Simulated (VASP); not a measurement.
Here is the system:

```xyz
63
Lattice="10.9371 0.0000 0.0000 0.0000 10.9371 0.0000 0.0000 0.0000 10.9371" Properties=species:S:1:pos:R:3 pbc="T T T"
Si     5.4685     0.0000     0.0000
Si     6.8357     1.3671     1.3671
Si     8.2028     2.7343     0.0000
Si     9.5699     4.1014     1.3671
Si     8.2028     0.0000     2.7343
Si     9.5699     1.3671     4.1014
Si     0.0000     0.0000     0.0000
Si     1.3671     1.3671     1.3671
Si     2.7343     2.7343     0.0000
Si     4.1014     4.1014     1.3671
Si     5.4685     5.4685     0.0000
Si     6.8357     6.8357     1.3671
Si     8.2028     8.2028     0.0000
Si     9.5699     9.5699     1.3671
Si     2.7343     0.0000     2.7343
Si     4.1014     1.3671     4.1014
Si     5.4583     2.7615     2.7609
Si     8.1810     5.4373     2.7314
Si     9.5699     6.8357     4.1014
Si     5.4685     0.0000     5.4685
Si     6.8357     1.3671     6.8357
Si     8.1707     2.7462     5.4661
Si     9.5699     4.1014     6.8357
Si     8.2028     0.0000     8.2028
Si     9.5699     1.3671     9.5699
Si     0.0000     5.4685     0.0000
Si     1.3671     6.8357     1.3671
Si     2.7343     8.2028     0.0000
Si     4.1014     9.5699     1.3671
Si     0.0000     2.7343     2.7343
Si     1.3671     4.1014     4.1014
Si     2.7343     5.4685     2.7343
Si     4.1014     6.8357     4.1014
Si     5.4685     8.2028     2.7343
Si     6.8357     9.5699     4.1014
Si     0.0000     0.0000     5.4685
Si     1.3671     1.3671     6.8357
Si     2.7343     2.7343     5.4685
Si     4.1014     4.1014     6.8357
Si     6.8357     6.8357     6.8357
Si     8.2028     8.2028     5.4685
Si     9.5699     9.5699     6.8357
Si     2.7343     0.0000     8.2028
Si     4.1014     1.3671     9.5699
Si     5.4685     2.7343     8.2028
Si     6.8357     4.1014     9.5699
Si     8.2028     5.4685     8.2028
Si     9.5699     6.8357     9.5699
Si     0.0000     8.2028     2.7343
Si     1.3671     9.5699     4.1014
Si     0.0000     5.4685     5.4685
Si     1.3671     6.8357     6.8357
Si     2.7343     8.2028     5.4685
Si     4.1014     9.5699     6.8357
Si     0.0000     2.7343     8.2028
Si     1.3671     4.1014     9.5699
Si     2.7343     5.4685     8.2028
Si     4.1014     6.8357     9.5699
Si     5.4685     8.2028     8.2028
Si     6.8357     9.5699     9.5699
Si     0.0000     8.2028     8.2028
Si     1.3671     9.5699     9.5699
C      5.5004     5.4196     5.4736
```
Cell charge +1.

These are PBE GGA, VASP's PBE PAW potentials (set 64) (plane waves; VASP 6.6.1) values and carry that method's errors. Run with PREC = Normal, LREAL = Auto, ISYM = 0, NELECT = 251.0, EDIFF = 1E-5, 400 eV cut-off, 1×1×1 Γ-centred mesh, Gaussian smearing of 0.050 eV, potentials Si C. Starting moments (MAGMOM): 63*0.0159. The cell's moment is fixed (NUPDOWN = 1).

At this cut-off the stress carries a Pulay error, which pulls relaxed volumes low. The cell is charged, with a uniform compensating background. The supercell is sampled at Γ alone, which is coarse: total energies, pressure and levels can be off, energies of defects by several tenths of an eV.

**Question.** The ions are relaxed. Predict the relaxed structure.

**Answer.** 
```xyz
63
Lattice="10.9371 0.0000 0.0000 0.0000 10.9371 0.0000 0.0000 0.0000 10.9371" Properties=species:S:1:pos:R:3 pbc="T T T"
Si     5.4512    10.9258    10.9264
Si     6.8773     1.3405     1.3408
Si     8.2162     2.7195    10.9021
Si     9.5961     4.0589     1.3409
Si     8.2158    10.9017     2.7210
Si     9.5961     1.3403     4.0599
Si     0.0044    10.9307    10.9322
Si     1.3963     1.3529     1.3541
Si     2.7596     2.7284     0.0009
Si     4.1406     4.1176     1.4042
Si     5.4692     5.4668    10.9325
Si     6.8189     6.7950     1.4039
Si     8.2074     8.1767     0.0008
Si     9.5826     9.5395     1.3543
Si     2.7600    10.9369     2.7291
Si     4.1407     1.4037     4.1179
Si     5.4984     2.6731     2.6735
Si     8.2636     5.4371     2.6730
Si     9.5329     6.7949     4.1178
Si     5.4691    10.9321     5.4675
Si     6.8188     1.4036     6.7963
Si     8.2637     2.6727     5.4394
Si     9.5326     4.1178     6.7965
Si     8.2075    10.9367     8.1768
Si     9.5827     1.3530     9.5403
Si     0.0103     5.4845    10.9266
Si     1.4098     6.8093     1.4120
Si     2.7296     8.2063     0.0246
Si     4.1272     9.5257     1.4118
Si     0.0347     2.7194     2.7209
Si     1.3737     4.0963     4.0978
Si     2.8158     5.4684     2.8383
Si     4.2379     6.6976     4.3835
Si     5.4682     8.1185     2.8379
Si     6.8390     9.5616     4.0981
Si     0.0107    10.9256     5.4858
Si     1.4098     1.4109     6.8105
Si     2.8157     2.8366     5.4694
Si     4.2382     4.3814     6.6992
Si     6.5543     6.6981     6.6997
Si     8.0996     8.1180     5.4688
Si     9.5255     9.5253     6.8097
Si     2.7292     0.0240     8.2081
Si     4.1265     1.4106     9.5274
Si     5.4676     2.8366     8.1218
Si     6.8389     4.0966     9.5635
Si     8.0991     5.4685     8.1215
Si     9.5252     6.8093     9.5273
Si    10.9363     8.1768     2.7295
Si     1.3758     9.5605     4.1014
Si     0.0039     5.4664     5.4673
Si     1.3532     6.8496     6.8507
Si     2.7380     8.1979     5.4939
Si     4.0860     9.5837     6.8508
Si    10.9362     2.7288     8.1774
Si     1.3755     4.1009     9.5613
Si     2.7381     5.4927     8.1987
Si     4.0860     6.8498     9.5834
Si     5.4429     8.1980     8.1989
Si     6.8354     9.5604     9.5609
Si    10.9126     8.2061     8.2075
Si     1.3654     9.5704     9.5716
C      5.1079     5.8283     5.8288
```
Cell charge +1. The cell ends with 1.00 μB, on the first 30 sites 0.01 0.01 0.00 0.01 0.00 0.01 0.00 0.00 0.00 0.00 0.00 0.00 0.00 0.00 0.00 0.00 0.01 0.01 0.00 0.00 0.00 0.01 0.00 0.00 0.00 0.01 0.00 0.00 0.00 0.00 μB.

**Question.** How much energy does the relaxation gain?

**Answer.** The energy (σ→0) changes by -43.0 meV/atom, in 18 ionic steps.

```
step  E(σ→0) (eV)  max force (eV/Å)  pressure (GPa)  volume (Å³)
----  -----------  ----------------  --------------  -----------
1       -338.2981             2.391           -1.67      1308.29
2       -339.2874             2.226           -1.88      1308.29
3       -340.1449             1.221           -1.99      1308.29
4       -340.6378             0.964           -2.00      1308.29
5       -340.6380             0.994           -2.00      1308.29
6       -340.8419             0.334           -2.06      1308.29
7       -340.8567             0.394           -2.07      1308.29
8       -340.9109             0.342           -2.04      1308.29
9       -340.9226             0.360           -2.02      1308.29
10      -340.9591             0.160           -1.98      1308.29
11      -340.9647             0.219           -1.96      1308.29
12      -340.9848             0.096           -1.95      1308.29
13      -340.9857             0.138           -1.94      1308.29
14      -340.9977             0.075           -1.92      1308.29
15      -340.9991             0.128           -1.92      1308.29
16      -341.0038             0.091           -1.91      1308.29
17      -341.0039             0.070           -1.91      1308.29
18      -341.0059             0.026           -1.91      1308.29
```

The cell is a supercell with a defect, built from Si (diamond): C_Si-vac_Si, charge +1.
